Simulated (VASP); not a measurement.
Consider the following.

```
AuCu
1.0
    2.83284     0.00000     0.00000
    0.00000     2.83284     0.00000
    0.00000     0.00000     3.54683
Cu Au
1 1
Cartesian
  0.00000   0.00000   0.00000
  1.41642   1.41642   1.77341
```

Computed with LDA (Ceperley-Alder, Perdew-Zunger), VASP's LDA PAW potentials (set 64) (plane waves; VASP). Numerical set-up: 520 eV cut-off, 13×13×10 Γ-centred mesh, first-order Methfessel-Paxton smearing of 0.10 eV, potentials Cu Au.

**Question.** The ions and cell shape at fixed volume are relaxed. Predict the relaxed structure.

**Answer.** 
```
AuCu
1.0
    2.78446     0.00000     0.00000
    0.00000     2.78446     0.00000
    0.00000     0.00000     3.67116
Cu Au
1 1
Direct
  0.00000   0.00000   0.00000
  0.50000   0.50000   0.50000
```
Space group P4/mmm (123), at a tolerance of 0.03 Å.

**Question.** How much energy does the relaxation gain?

**Answer.** The energy (σ→0) changes by -3.5 meV/atom, in 8 ionic steps.

The compound is CuAu in the L1_0 structure. This cell is one point of a volume scan, at 1.03 of the reference volume. Symmetry was kept, so distortions that lower it aren't found.
